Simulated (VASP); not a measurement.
Level of theory: PBEsol GGA, VASP's PBE PAW potentials (set 64) (plane waves; VASP 6.6.1).

VASP ran on this input.

**KPOINTS**
```
Automatic mesh
0
Gamma
13 13 13
0 0 0
```

### INCAR
```
SYSTEM = CoGa
PREC = Accurate
ENCUT = 500
EDIFF = 1E-6
NELM = 100
ALGO = Normal
LREAL = .FALSE.
LASPH = .TRUE.
ISMEAR = 1
SIGMA = 0.1
GGA = PS
LMAXMIX = 4
LWAVE = .FALSE.
LCHARG = .FALSE.
IBRION = 2
ISIF = 3
NSW = 40
EDIFFG = -0.02
PSTRESS = 100
```

File POSCAR:
```
CoGa
1.0
  2.8185347932   0.0000000000   0.0000000000
  0.0000000000   2.8185347932   0.0000000000
  0.0000000000   0.0000000000   2.8185347932
Ga Co
1 1
Cartesian
  1.4092673966   1.4092673966   1.4092673966
  0.0000000000   0.0000000000   0.0000000000
```

POTCAR, in this order: Ga_d Co (PBE.64 set). Program: vasp_std.

What will the output report for the number of irreducible k-points (NKPTS), largest plane-wave count, number of space-group operations, FFT grid (NGX, NGY, NGZ)?

```yaml
number of irreducible k-points (NKPTS): 84
largest_plane_wave_count: 587
number_of_space_group_operations: 48
FFT grid (NGX, NGY, NGZ): 24 × 24 × 24
```

The compound is CoGa in the CsCl type structure. This run relaxes it under an external pressure of 10 GPa. Symmetry was kept, so distortions that lower it aren't found. The run is not spin-polarised, so no magnetic state was tried.
